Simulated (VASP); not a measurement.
Input for VASP

### INCAR
```
SYSTEM = GdN
PREC = Accurate
ENCUT = 520
EDIFF = 1E-6
NELM = 100
ALGO = Normal
LREAL = .FALSE.
LASPH = .TRUE.
ISMEAR = 1
SIGMA = 0.3
GGA = PE
LMAXMIX = 6
LWAVE = .FALSE.
LCHARG = .FALSE.
ISIF = 2
```

File KPOINTS:
```
Automatic mesh
0
Gamma
7 7 7
0 0 0
```

### POSCAR
```
GdN
1
    1.7252750000     0.9960880000     2.9528000000
   -1.7252750000     0.9960880000     2.9528000000
    0.0000000000    -1.9921760000     2.9528000000
Gd N
1 1
Direct
  0.7624000000   0.7624000000   0.7624000000
  0.2376000000   0.2376000000   0.2376000000
```

POTCAR, in this order: Gd_3 N (PBE.64 set). Program: vasp_std.

### Question
Does this input run properly? What does VASP do?

### Answer
There is a fault: Methfessel-Paxton smearing was used on a material with a gap. The run ends without an error. Against the sound run, the energy per atom (σ→0) is nearly the same; the pressure decreases by 0.02 GPa; the largest force rises by 0.009 eV/Å; the band gap hardly moves.

**standard output**
```
 POSCAR found type information on POSCAR GdN
 POSCAR found :  2 types and       2 ions
 Reading from existing POTCAR
 Reading from existing POTCAR
 LDA part: xc-table for (Slater+PW92), standard interpolation
 POSCAR, INCAR and KPOINTS ok, starting setup
 WAVECAR not read
 entering main loop
       N       E                     dE             d eps       ncg     rms          rms(c)
DAV:   1     0.457484526328E+02    0.45748E+02   -0.72384E+03   968   0.120E+03
DAV:   2    -0.152744279943E+02   -0.61023E+02   -0.57655E+02  1202   0.243E+02
DAV:   3    -0.184117704213E+02   -0.31373E+01   -0.31190E+01  1254   0.455E+01
DAV:   4    -0.184598832321E+02   -0.48113E-01   -0.48054E-01  1224   0.530E+00
DAV:   5    -0.184608480536E+02   -0.96482E-03   -0.96465E-03  1298   0.596E-01    0.287E+01
DAV:   6    -0.162678076013E+02    0.21930E+01   -0.19057E+01  1142   0.275E+01    0.251E+01
DAV:   7    -0.160942784243E+02    0.17353E+00   -0.13281E+00  1103   0.811E+00    0.169E+01
DAV:   8    -0.161002426183E+02   -0.59642E-02   -0.14133E-01  1109   0.371E+00    0.486E+00
DAV:   9    -0.160928441470E+02    0.73985E-02   -0.34647E-02  1184   0.128E+00    0.451E-01
DAV:  10    -0.160930872678E+02   -0.24312E-03   -0.10969E-03  1235   0.302E-01    0.200E-01
DAV:  11    -0.160930966857E+02   -0.94179E-05   -0.11151E-04  1315   0.843E-02    0.241E-02
DAV:  12    -0.160930980726E+02   -0.13869E-05   -0.88460E-06  1205   0.279E-02    0.506E-03
DAV:  13    -0.160930979220E+02    0.15053E-06   -0.16794E-06   786   0.101E-02
   1 F= -.16093098E+02 E0= -.16094537E+02  d E =0.431833E-02
```

File OUTCAR:
```
------------------------ aborting loop because EDIFF is reached ----------------------------------------
  FORCE on cell =-STRESS in cart. coord.  units (eV):
  Direction    XX          YY          ZZ          XY          YZ          ZX
  --------------------------------------------------------------------------------------
  Total        1.4922408      1.4922408     -0.6760946     -0.0000000      0.0000000      0.0000000
  in kB       78.5250388     78.5250411    -35.5776063     -0.0000000      0.0000000      0.0000000
  external PRESSURE =      40.4908245 kB  Pullay stress =       0.0000000 kB
  volume of cell :       30.45
      direct lattice vectors                 reciprocal lattice vectors
     1.725275000  0.996088000  2.952800000     0.289808871  0.167321227  0.112887203
    -1.725275000  0.996088000  2.952800000    -0.289808871  0.167321227  0.112887203
     0.000000000 -1.992176000  2.952800000     0.000000000 -0.334642455  0.112887203
 POSITION                                       TOTAL-FORCE (eV/Angst)
 -----------------------------------------------------------------------------------
      0.00000      0.00000      6.75364         0.000000      0.000000     -0.442350
      0.00000      0.00000      2.10476         0.000000      0.000000      0.442350
 -----------------------------------------------------------------------------------
    total drift:                               -0.000000     -0.000000     -0.000138
  FREE ENERGIE OF THE ION-ELECTRON SYSTEM (eV)
  ---------------------------------------------------
  free  energy   TOTEN  =       -16.0930979220 eV

  energy  without entropy=      -16.0974162483  energy(sigma->0) =      -16.09453736
```
(Selected blocks of OUTCAR.)

To mend it, set ISMEAR = 0, set SIGMA = 0.05.

The mended run (PBE GGA, plane waves, VASP's PBE PAW potentials (set 64)) converges, and its OSZICAR ends with
```
   1 F= -.16094367E+02 E0= -.16094367E+02  d E =-.295098E-16
```

The structure was generated: GdN was put into the alpha-GeTe type (R3m), which need not be its known phase. The cell was not relaxed at this level. The 4f electrons are frozen in the core of the lanthanide potential, so 4f levels, which can set the real gap, and their magnetism are missing.
